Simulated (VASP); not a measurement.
VASP runs on NbP (a trial cell in the WC structure, space group P-6m2) share one base input (PBE GGA, plane waves, VASP's PBE PAW potentials (set 64)) and change the settings named in each case.

INCAR:
```
SYSTEM = NbP
PREC = Accurate; ENCUT = 400; LREAL = F
LASPH = T
EDIFF = 1E-6; NELM = 100; ALGO = Normal
LMAXMIX = 4
ISMEAR = 0; SIGMA = 0.05
GGA = PE
ISIF = 2
LWAVE = F; LCHARG = F
```

KPOINTS:
```
Automatic mesh
0
Gamma
8 8 7
0 0 0
```

**POSCAR**
```
NbP
1
    3.3132730000     0.0000000000     0.0000000000
   -1.6566370000     2.8693790000     0.0000000000
    0.0000000000     0.0000000000     3.2335900000
Nb P
1 1
Direct
  0.0000000000   0.0000000000   0.0000000000
  0.6666670000   0.3333330000   0.5000000000
```

POTCAR, in this order: Nb_sv P (PBE.64 set). Program: vasp_std.

| change | E(σ→0) (eV/atom) | pressure (GPa) | −TS (eV) |
|---|---|---|---|
| base run | -8.7903 | 9.28 | -0.0015 |
| GGA = PS | -9.4335 | 3.80 | -0.0015 |
| GGA removed, LMIXTAU = .TRUE., METAGGA = SCAN | -22.8565 | 7.72 | -0.0014 |
| IVDW = 11 | -9.2026 | [?] | -0.0015 |
| GGA removed, LMIXTAU = .TRUE., METAGGA = R2SCAN | -17.9811 | 9.12 | -0.0014 |
| IVDW = 13 | -9.2286 | 4.97 | -0.0015 |
| IVDW = 12 | -9.4389 | 2.33 | -0.0015 |

Task: What belongs in the gaps?

Result: 
- IVDW = 11, pressure (GPa): 4.49

Energies of different potentials or functionals have different zeros.

Left out are runs that ran out of time, are held back, or changed the cell or the kind of run, fixed moments of cells without a moment, rows past the twelfth, gaps on odd meshes, pressures of charged cells and columns that move by less than the noise.

The structure was generated: NbP was put into the WC type (P-6m2), which need not be its known phase. The cell was not relaxed at this level.
